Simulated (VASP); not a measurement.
```
PbO
1.0
    3.94439     0.00000     0.00000
    0.00000     3.94439     0.00000
    0.00000     0.00000     4.88783
Pb O
2 2
Direct
  0.50000   0.00000   0.75795
  0.00000   0.50000   0.24205
  0.50000   0.50000   0.00000
  0.00000   0.00000   0.00000
```

Computed with LDA (Ceperley-Alder, Perdew-Zunger), VASP's LDA PAW potentials (set 64) (plane waves; VASP 6.6.1). Settings: 650 eV cut-off, 5×5×4 Γ-centred mesh, Gaussian smearing of 0.050 eV, potentials Pb_d O.

### Question
Give the elastic stiffness tensor with the ions relaxed (GPa, in the frame of the cell).

### Answer

```json
[
 {"": "xx", "xx": "82.3", "yy": "77.2", "zz": "20.8", "yz": "0.0", "xz": "0.0", "xy": "0.0"},
 {"": "yy", "xx": "77.2", "yy": "82.3", "zz": "20.8", "yz": "0.0", "xz": "0.0", "xy": "0.0"},
 {"": "zz", "xx": "20.8", "yy": "20.8", "zz": "27.3", "yz": "0.0", "xz": "0.0", "xy": "0.0"},
 {"": "yz", "xx": "0.0", "yy": "0.0", "zz": "0.0", "yz": "20.4", "xz": "0.0", "xy": "0.0"},
 {"": "xz", "xx": "0.0", "yy": "0.0", "zz": "0.0", "yz": "0.0", "xz": "20.4", "xy": "0.0"},
 {"": "xy", "xx": "0.0", "yy": "0.0", "zz": "0.0", "yz": "0.0", "xz": "0.0", "xy": "63.7"}
]
```

### Question
Predict the Hill bulk modulus, Hill shear modulus, Young's modulus, Poisson's ratio.

### Answer

```
Quantity               Value
------------------  --------
Hill bulk modulus   37.2 GPa
Hill shear modulus  17.2 GPa
Young's modulus     44.6 GPa
Poisson's ratio        0.300
```

The compound is PbO in the litharge structure. It was relaxed first.
